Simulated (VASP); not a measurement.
# Band-edge properties of AsN (F-43m)

Aim: the gap of AsN, the masses at its band edges and their response to strain. The cell is generated by rule, not measured, and may not be a known phase.

Method: LDA; plane waves and PAW (As, N), in the first sound run; inputs show where later runs differ, in VASP 6.6.1.

The structure was built from a prototype and need not be the compound's stable phase.

## (1) Set-up

The structure is cubic, space group F-43m (No. 216). The conventional cell has a = 4.457 Å, b = 4.457 Å, c = 4.457 Å, α = 90.00°, β = 90.00°, γ = 90.00°. Nearest to As lie 4 N at 1.93 Å. Nearest to N lie 4 As at 1.93 Å. Farther neighbours and most contacts between anions are not listed.

## (2) Relaxation of the atoms

The cell is kept as given; the atoms are relaxed first, so that no residual force shifts the band edges.

INCAR

```
SYSTEM = AsN
PREC = Accurate
ENCUT = 520
EDIFF = 1E-06
NELM = 100
ISMEAR = 0
SIGMA = 0.02
LREAL = .FALSE.
ALGO = Normal
GGA = CA
NBANDS = 11
LORBIT = 11
LWAVE = .FALSE.
LCHARG = .FALSE.
KPAR = 4
IBRION = 2
NSW = 40
ISIF = 2
EDIFFG = -0.005
```

POSCAR

```
AsN
1.0
    0.0000000000      2.2285700000      2.2285700000
    2.2285700000      0.0000000000      2.2285700000
    2.2285700000      2.2285700000      0.0000000000
As N
1 1
Direct
    0.0000000000      0.0000000000      0.0000000000
    0.2500000000      0.2500000000      0.2500000000
```

KPOINTS

```
Automatic mesh
0
Gamma
10 10 10
0 0 0
```

The projector-augmented-wave data sets are As and N (LDA family, release 64).

Command:

```sh
$ mpirun -np 4 vasp_std
```

Log:

```text
[banner, memory and clock lines left out]
running    4 mpi-ranks, on    1 nodes
 distrk:  each k-point on    1 cores,    4 groups
 distr:  one band on    1 cores,    1 groups

 POSCAR found type information on POSCAR AsN
 POSCAR found :  2 types and       2 ions
 LDA part: xc-table for (Slater(with rela. corr.)+CA(PZ))
 , standard interpolation
 POSCAR, INCAR and KPOINTS ok, starting setup
 FFT: planning ... GRIDC
 FFT: planning ... GRID_SOFT
 FFT: planning ... GRID
 WAVECAR not read
 entering main loop
       N       E                     dE             d eps       ncg     rms          rms(c)
DAV:   1     0.220872408369E+02    0.22087E+02   -0.55102E+03  1034   0.839E+02
DAV:   2    -0.119049835349E+02   -0.33992E+02   -0.32819E+02  1297   0.156E+02
DAV:   3    -0.129059696259E+02   -0.10010E+01   -0.99384E+00  1262   0.243E+01
DAV:   4    -0.129088226547E+02   -0.28530E-02   -0.28528E-02  1136   0.155E+00
DAV:   5    -0.129088308286E+02   -0.81739E-05   -0.81733E-05  1208   0.774E-02    0.115E+01
DAV:   6    -0.114954428415E+02    0.14134E+01   -0.12401E+01  1088   0.188E+01    0.529E+00
DAV:   7    -0.114305937749E+02    0.64849E-01   -0.45922E-01  1085   0.454E+00    0.352E+00
DAV:   8    -0.114182762696E+02    0.12318E-01   -0.54235E-02  1106   0.189E+00    0.545E-01
DAV:   9    -0.114158463880E+02    0.24299E-02   -0.93801E-03  1133   0.596E-01    0.110E-01
DAV:  10    -0.114158045767E+02    0.41811E-04   -0.60016E-04  1154   0.174E-01    0.230E-02
DAV:  11    -0.114158042746E+02    0.30209E-06   -0.72267E-06  1186   0.235E-02
   1 F= -.11415804E+02 E0= -.11415575E+02  d E =-.114158E+02
 curvature:   0.00 expect dE= 0.000E+00 dE for cont linesearch  0.000E+00
 trial: gam= 0.00000 g(F)=  0.311E-47 g(S)=  0.000E+00 ort = 0.000E+00 (trialstep = 0.100E+01)
 search vector abs. value=  0.100E-09
 reached required accuracy - stopping structural energy minimisation
```

The job ended after 3.8 s (4 MPI ranks of AMD EPYC 7R43, shared host; peak memory 0.4 GiB; 12 s of CPU time).

Lines that name or quote the potential files are left out of all logs, and their timing lines are given in words.

From OUTCAR (step 2):

```text
ion  position               nearest neighbor table
   1  0.000  0.000  0.000-   2 1.93   2 1.93   2 1.93   2 1.93
   2  0.250  0.250  0.250-   1 1.93   1 1.93   1 1.93   1 1.93

  LATTYP: Found a face centered cubic cell.
 ALAT       =     4.4571400000

 Subroutine GETGRP returns: Found 24 space group operations
 (whereof 24 operations were pure point group operations)

The static configuration has the point symmetry T_d .

 Found     47 irreducible k-points:

   k-points           NKPTS =     47   k-points in BZ     NKDIM =     47   number of bands    NBANDS=     11

   dimension x,y,z NGX =    24 NGY =   24 NGZ =   24
   dimension x,y,z NGXF=    48 NGYF=   48 NGZF=   48

   ENCUT  =  520.0 eV  38.22 Ry    6.18 a.u.   5.86  5.86  5.86*2*pi/ulx,y,z

   NELECT =      10.0000    total number of electrons

 k-points in reciprocal lattice and weights: Automatic mesh
   0.00000000  0.00000000  0.00000000       0.001
   0.10000000  0.00000000  0.00000000       0.008
   0.20000000  0.00000000  0.00000000       0.008
   0.30000000  0.00000000  0.00000000       0.008
   0.40000000  0.00000000  0.00000000       0.008
   0.50000000  0.00000000  0.00000000       0.004
   0.10000000  0.10000000  0.00000000       0.006
   0.20000000  0.10000000  0.00000000       0.024
   0.30000000  0.10000000  0.00000000       0.024
[...]
-0.30000000  0.40000000  0.20000000       0.024
  -0.30000000  0.50000000  0.20000000       0.012

 average (electrostatic) potential at core
       1 -50.3266       2 -61.1505

 E-fermi :   9.5983

 k-point     1 :       0.0000    0.0000    0.0000
  band No.  band energies     occupation
      1     -11.9083      2.00000
      2       4.5383      2.00000
      3       4.5383      2.00000
      4       4.5383      2.00000
      5       5.3677      2.00000
      6      11.8036      0.00000
      7      11.8036      0.00000
      8      11.8036      0.00000
      9      19.2218      0.00000
     10      22.9878      0.00000
    ...

 k-point     2 :       0.1000    0.0000    0.0000
  band No.  band energies     occupation
      1     -11.7350      2.00000
      2       2.8806      2.00000
      3       4.3935      2.00000
      4       4.3935      2.00000
      5       6.5487      2.00000
      6      11.6596      0.00000
      7      12.0231      0.00000
      8      12.0231      0.00000
      9      20.0495      0.00000
     10      21.5126      0.00000
    ...

 k-point     3 :       0.2000    0.0000    0.0000
  band No.  band energies     occupation
      1     -11.2287      2.00000
      2       0.6705      2.00000
      3       4.0551      2.00000
      4       4.0551      2.00000
      5       7.2651      2.00000
      6      11.8538      0.00000
      7      12.4709      0.00000
      8      12.4709      0.00000
      9      20.5242      0.00000
     10      20.6752      0.00000
    ...

  Total        7.3350858      7.3350858      7.3350858      0.0000000      0.0000000     -0.0000000
  in kB      530.8929320    530.8929320    530.8929320      0.0000000      0.0000000     -0.0000000
  external PRESSURE =     530.8929320 kB  Pullay stress =       0.0000000 kB

  energy-cutoff  :      520.00
  volume of cell :       22.14
      direct lattice vectors                 reciprocal lattice vectors
     0.000000000  2.228570000  2.228570000    -0.224359118  0.224359118  0.224359118
     2.228570000  0.000000000  2.228570000     0.224359118 -0.224359118  0.224359118
     2.228570000  2.228570000  0.000000000     0.224359118  0.224359118 -0.224359118

 POSITION                                       TOTAL-FORCE (eV/Angst)
 -----------------------------------------------------------------------------------
      0.00000      0.00000      0.00000         0.000000      0.000000      0.000000
      1.11428      1.11428      1.11428        -0.000000     -0.000000     -0.000000
 -----------------------------------------------------------------------------------
    total drift:                                0.000000      0.000000     -0.000000

  FREE ENERGIE OF THE ION-ELECTRON SYSTEM (eV)
  ---------------------------------------------------
  free  energy   TOTEN  =       -11.4158042746 eV

  energy  without entropy=      -11.4153465381  energy(sigma->0) =      -11.41557541

 reached required accuracy - stopping structural energy minimisation

 total charge
# of ion       s       p       d       tot
------------------------------------------
    1        1.348   1.291   0.211   2.850
    2        1.371   2.360   0.000   3.731
--------------------------------------------------
tot          2.719   3.651   0.211   6.581

[... 3 further parts left out ...]
```

CONTCAR:

```
AsN
   1.00000000000000
     0.0000000000000000    2.2285699999999999    2.2285699999999999
     2.2285699999999999    0.0000000000000000    2.2285699999999999
     2.2285699999999999    2.2285699999999999    0.0000000000000000
  As              N
     1     1
Direct
     0.0000000000000000    0.0000000000000000    0.0000000000000000
     0.2500000000000000    0.2500000000000000    0.2500000000000000
```

The run keeps the 24 symmetry operations of its start, so it cannot find a distortion of lower symmetry.

The forces vanish from the start, and no atom moves.

Numbers from this step:

```
SCF cycles              : 11
electrons               : 10
bands                   : 11
irreducible k-points    : 47
symmetry operations     : 24
free energy (TOTEN)     : -11.42 eV
energy at zero smearing : -11.42 eV
Fermi energy            : 9.598 eV
pressure                : 53.09 GPa
metallic                : yes
```

## (3) Bands on a dense mesh

A dense even mesh and a path are solved together, since either alone can miss a band edge.

Edit INCAR of step 2 so:

```diff
@@ -10,3 +10,3 @@
 GGA = CA
-NBANDS = 11
+NBANDS = 17
 LORBIT = 11
@@ -15,5 +15,2 @@
 KPAR = 4
-IBRION = 2
-NSW = 40
 ISIF = 2
-EDIFFG = -0.005
```

POSCAR is that of step 2.

KPOINTS

```
Automatic mesh
0
Gamma
16 16 16
0 0 0
```

KPOINTS_OPT

```
Line mode
24
Line-mode
Reciprocal
  0.00000000   0.00000000   0.00000000 GAMMA
  0.50000000   0.00000000   0.50000000 X

  0.50000000   0.00000000   0.50000000 X
  0.50000000   0.25000000   0.75000000 W

  0.50000000   0.25000000   0.75000000 W
  0.37500000   0.37500000   0.75000000 K

  0.37500000   0.37500000   0.75000000 K
  0.00000000   0.00000000   0.00000000 GAMMA

  0.00000000   0.00000000   0.00000000 GAMMA
  0.50000000   0.50000000   0.50000000 L

  0.50000000   0.50000000   0.50000000 L
  0.62500000   0.25000000   0.62500000 U

  0.62500000   0.25000000   0.62500000 U
  0.50000000   0.25000000   0.75000000 W

  0.50000000   0.25000000   0.75000000 W
  0.50000000   0.50000000   0.50000000 L

  0.50000000   0.50000000   0.50000000 L
  0.37500000   0.37500000   0.75000000 K

  0.62500000   0.25000000   0.62500000 U
  0.50000000   0.00000000   0.50000000 X
```

Command:

```sh
$ mpirun -np 4 vasp_std
```

Log:

```text
[... set-up lines as in an earlier step ...]
 entering main loop
       N       E                     dE             d eps       ncg     rms          rms(c)
DAV:   1     0.219785068406E+02    0.21979E+02   -0.49923E+03  4938   0.537E+02
DAV:   2    -0.120175488701E+02   -0.33996E+02   -0.32473E+02  6694   0.124E+02
DAV:   3    -0.128990701228E+02   -0.88152E+00   -0.87620E+00  5673   0.160E+01
DAV:   4    -0.129006165975E+02   -0.15465E-02   -0.15464E-02  6282   0.829E-01
DAV:   5    -0.129006190809E+02   -0.24834E-05   -0.24841E-05  5741   0.306E-02    0.115E+01
DAV:   6    -0.114939283602E+02    0.14067E+01   -0.11015E+01  5215   0.122E+01    0.521E+00
DAV:   7    -0.114315108839E+02    0.62417E-01   -0.39380E-01  5188   0.286E+00    0.356E+00
DAV:   8    -0.114192926062E+02    0.12218E-01   -0.48563E-02  5849   0.127E+00    0.693E-01
DAV:   9    -0.114163625506E+02    0.29301E-02   -0.10146E-02  5289   0.436E-01    0.109E-01
DAV:  10    -0.114163462582E+02    0.16292E-04   -0.45244E-04  6438   0.118E-01    0.373E-02
DAV:  11    -0.114163444571E+02    0.18011E-05   -0.84403E-06  5536   0.163E-02    0.450E-03
DAV:  12    -0.114163444125E+02    0.44634E-07   -0.16088E-07  2970   0.223E-03
   1 F= -.11416344E+02 E0= -.11416215E+02  d E =-.259570E-03
 Start KPOINTS_OPT (optional k-point list driver)
k-point batch [1-145\240]
       N       E                     dE             ncg
DAV:   1     0.523312508321E+04   -0.43387E+05     4946
DAV:   2     0.481781242548E+03   -0.47513E+04     6450
DAV:   3     0.353448200043E+03   -0.12833E+03     5771
DAV:   4     0.353242103787E+03   -0.20610E+00     6394
DAV:   5     0.353241856021E+03   -0.24777E-03     5866
DAV:   6     0.353241855564E+03   -0.45671E-06     5120
k-point batch [146-240\240]
       N       E                     dE             ncg
DAV:   1     0.179374648570E+05   -0.39545E+05     3262
DAV:   2     0.149233336471E+05   -0.30141E+04     4259
DAV:   3     0.148482888173E+05   -0.75045E+02     3946
DAV:   4     0.148481656768E+05   -0.12314E+00     4147
DAV:   5     0.148481655008E+05   -0.17598E-03     4086
DAV:   6     0.148481655004E+05   -0.36313E-06     3384
```

The job ended after 22 s (4 MPI ranks; peak memory 0.65 GiB; 85 s of CPU time).

Parts of OUTCAR (step 3):

```text
The static configuration has the point symmetry T_d .

 Found    145 irreducible k-points:

   k-points           NKPTS =    145   k-points in BZ     NKDIM =    145   number of bands    NBANDS=     17

   NELECT =      10.0000    total number of electrons

 E-fermi :   9.6936

 k-point     1 :       0.0000    0.0000    0.0000
  band No.  band energies     occupation
      1     -11.9031      2.00000
      2       4.5468      2.00000
      3       4.5468      2.00000
      4       4.5468      2.00000
      5       5.3742      2.00000
      6      11.8058      0.00000
      7      11.8058      0.00000
      8      11.8058      0.00000
      9      19.2225      0.00000
     10      22.9894      0.00000
    ...

 k-point     2 :       0.0625    0.0000    0.0000
  band No.  band energies     occupation
      1     -11.8351      2.00000
      2       3.6593      2.00000
      3       4.4878      2.00000
      4       4.4878      2.00000
      5       6.0781      2.00000
      6      11.7294      0.00000
      7      11.8965      0.00000
      8      11.8965      0.00000
      9      19.5833      0.00000
     10      22.0609      0.00000
    ...

  Total        7.4214839      7.4214839      7.4214839      0.0000000      0.0000000     -0.0000000
  in kB      537.1461835    537.1461835    537.1461835      0.0000000      0.0000000     -0.0000000
  external PRESSURE =     537.1461835 kB  Pullay stress =       0.0000000 kB

 POSITION                                       TOTAL-FORCE (eV/Angst)
 -----------------------------------------------------------------------------------
      0.00000      0.00000      0.00000         0.000000      0.000000      0.000000
      1.11428      1.11428      1.11428        -0.000000     -0.000000     -0.000000
 -----------------------------------------------------------------------------------
    total drift:                               -0.000000     -0.000000     -0.000000

  FREE ENERGIE OF THE ION-ELECTRON SYSTEM (eV)
  ---------------------------------------------------
  free  energy   TOTEN  =       -11.4163444125 eV

  energy  without entropy=      -11.4160848426  energy(sigma->0) =      -11.41621463

 total charge
# of ion       s       p       d       tot
------------------------------------------
    1        1.349   1.291   0.211   2.851
    2        1.374   2.358   0.000   3.732
--------------------------------------------------
tot          2.723   3.649   0.211   6.583

[... 6 parts as in an earlier step ...]

[... 6 further parts left out ...]
```

This step gave:

```yaml
scf_cycles: 12
bands: 17
irreducible_k_points: 145
fermi_energy: 9.694 eV
pressure: 53.71 GPa
```

The electronic bands at the labelled points (eV, zero at the Fermi level; # counts the bands kept, so #1 is VASP's band 2):

```
          point      #1     #2     #3     #4     #5    #6    #7     #8
              Γ   -5.15  -5.15  -5.15  -4.32   2.11  2.11  2.11   9.53
0.52 of the way  -10.20  -7.06  -7.06  -1.01  -0.53  4.93  4.93   6.52
              X  -13.90  -8.21  -8.21  -2.61  -0.91  7.22  7.34   7.34
0.48 of the way  -13.77  -8.74  -8.74  -1.28   0.10  5.85  6.90   7.41
              W  -13.60  -9.29  -9.24   1.06   1.39  3.33  6.33   7.50
0.52 of the way  -13.60  -9.71  -8.31  -0.34   1.44  4.40  6.75   7.12
              K  -13.61  -9.85  -7.67  -1.32   1.44  5.72  6.09   7.18
0.52 of the way  -10.43  -7.69  -5.76  -1.07   1.83  3.13  3.36   9.55
              Γ   -5.15  -5.15  -5.15  -4.32   2.11  2.11  2.11   9.53
0.52 of the way  -10.36  -5.86  -5.86  -2.37   2.62  2.99  2.99  10.44
              L  -13.74  -6.33  -6.33  -2.67   3.07  3.07  4.07  10.17
0.48 of the way  -13.51  -8.49  -6.85  -0.99   1.90  4.21  4.44   9.72
              U  -13.61  -9.85  -7.67  -1.32   1.44  5.72  6.09   7.18
0.48 of the way  -13.60  -9.71  -8.31  -0.34   1.44  4.40  6.75   7.12
              W  -13.60  -9.29  -9.24   1.06   1.39  3.33  6.33   7.50
0.52 of the way  -13.46  -8.79  -7.19  -0.45   1.63  3.80  5.16   9.19
              L  -13.74  -6.33  -6.33  -2.67   3.07  3.07  4.07  10.17
0.48 of the way  -13.51  -8.49  -6.85  -0.99   1.90  4.21  4.44   9.72
              K  -13.61  -9.85  -7.67  -1.32   1.44  5.72  6.09   7.18
      jump to U  -13.61  -9.85  -7.67  -1.32   1.44  5.72  6.09   7.18
0.52 of the way  -13.83  -8.88  -8.08  -2.06  -0.26  6.89  7.01   7.08
              X  -13.90  -8.21  -8.21  -2.61  -0.91  7.22  7.34   7.34
```

Of the projections kept (As, N), the largest for each band there; the rest of the weight can lie on other orbitals:

```
point       #1      #2      #3       #4       #5       #6       #7       #8
    Γ   N 0.80  N 0.80  N 0.80   N 0.60  As 0.95  As 0.95  As 0.95  As 0.99
    X  As 0.77  N 0.60  N 0.60  As 0.75  As 0.58   N 0.84  As 0.52  As 0.52
    W  As 0.78  N 0.60  N 0.51   N 0.67   N 0.67  As 0.76  As 0.72  As 0.55
    K  As 0.75  N 0.54  N 0.63  As 0.66   N 0.67   N 0.52  As 0.59  As 0.62
    Γ   N 0.80  N 0.80  N 0.80   N 0.60  As 0.95  As 0.95  As 0.95  As 0.99
    L  As 0.64  N 0.70  N 0.70  As 0.60  As 0.84  As 0.84   N 0.80  As 0.56
```

The electronic bands as a text plot (rows in eV, shown from -8.0 to 6.4 only):

```
    6.1 |     *    *     *                     *  * *        **
    5.5 |               ***                   **            **
    4.9 |    *      *     *                  ** *    *     **
    4.3 |              *   *             ****         ******
    3.7 |   *        **    ** *         *  *     *  ***   *
    3.1 |  *                 ****     *****       **   ***
    2.5 | *                **  *** ****    *           * *
    1.9 |*               **  *********      ***      **   ****
    1.3 | *          ****                      ******
    0.7 |  *        ***                          * *          *
    0.1 |   *      *   *                            *
   -0.5 |    ***  * *     ***                   *    *         *
   -1.1 |   **  **      **   **             ****      *    ***  *
   -1.7 |  *  *    *                       *              *   *
   -2.3 |      ****            *     **** *            * *     **
   -2.9 | *                     *   *    *              *
   -3.5 |                        * *
   -4.1 |*                        *
   -4.7 |
   -5.3 |**                    ******
   -5.9 |  *                 ** ** * ***
   -6.5 | * *              **  *        ****          *****
   -7.1 |    *            *   * *           **       * *   **
   -7.7 |  *  **        **          *      *  **    *     *  **
         Γ       X    W  K        Γ      L     U  W     L   K|U X
```

At 53.7 GPa the cell is away from the equilibrium volume of this level: left free, it would expand.

(Part 1 of 3 ends here.)

[Lines on the potential files, build, host, timing and source positions are cut from VASP's logs without a mark.]

[Logs are printed without paths, hosts, clocks, repeated set-up lines and the standing remarks that a program may print on its own settings, such as how far it seeks lower states.]

[Hosts, paths, dates, database ids (printed as entryN), source tags and the programs' standing remarks are cut or masked in the printed files.]

[In band tables of VASP the shares of atoms and orbitals are scaled to a sum of 1 inside the atoms' spheres.]

[Gaps and slopes under strain along one axis are those of the sampled path and mesh points; where strain splits equal valleys, another of them can be the edge.]
